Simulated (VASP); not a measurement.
VASP runs on TiTe₂ share one base input (PBE GGA, plane waves, VASP's PBE PAW potentials (set 64)) and change the settings named in each case.

### POSCAR
```
TiTe2
1
    3.8111130000     0.0000000000     0.0000000000
   -1.9055570000     3.3005210000     0.0000000000
    0.0000000000     0.0000000000    17.1706300000
Ti Te
1 2
Direct
  0.0000000000   0.0000000000   0.5000000000
  0.3333330000   0.6666670000   0.5923270000
  0.6666670000   0.3333330000   0.4076730000
```

INCAR:
```
EDIFF=1E-6
LASPH=.True.   # aspherical one-centre terms
GGA=PE
PREC=Accurate
LCHARG=.False.
ISMEAR=0   # Gaussian
ENCUT=300   # plane-wave cut-off (eV)
SIGMA=0.1   # width (eV)
LREAL=.False.   # projection in real space or not
LWAVE=.False.
NELM=100   # most electronic steps
ALGO=Normal   # blocked Davidson
LMAXMIX=4
SYSTEM=TiTe2
ISIF=2   # forces and stress, cell fixed
```

KPOINTS:
```
Automatic
0
G
  7 7 1
0 0 0
```

POTCAR, in this order: Ti_sv Te (PBE.64 set). Program: vasp_std.

```csv
change,E(σ→0) (eV/atom),largest force (eV/Å),−TS (eV)
base run,-5.3399,1.177,-0.0068
KPOINTS 4×4×1 Γ-centred mesh,-5.3177,?,?
NBANDS = 16,-5.3399,1.177,-0.0068
"DIPOL = 0.5 0.5 0.5, IDIPOL = 3, LDIPOL = .TRUE.",-5.3399,1.177,-0.0068
EDIFF = 1E-10,-5.3399,1.177,-0.0068
```

Q: Some entries are withheld; supply them.

A: 
- KPOINTS 4×4×1 Γ-centred mesh, largest force (eV/Å): 1.282
- KPOINTS 4×4×1 Γ-centred mesh, −TS (eV): -0.0112

Energies of different potentials or functionals have different zeros.  The cell holds a wide vacuum, so values per volume refer to the whole cell. Unless said otherwise, spin-orbit coupling is left out, though it shifts the bands of the heavy elements here.

Left out are runs that ran out of time, are held back, or changed the cell or the kind of run, fixed moments of cells without a moment, rows past the twelfth, gaps on odd meshes, pressures of charged cells and columns that move by less than the noise.

The cell is a sheet or thin cut with vacuum, built from a generated structure.
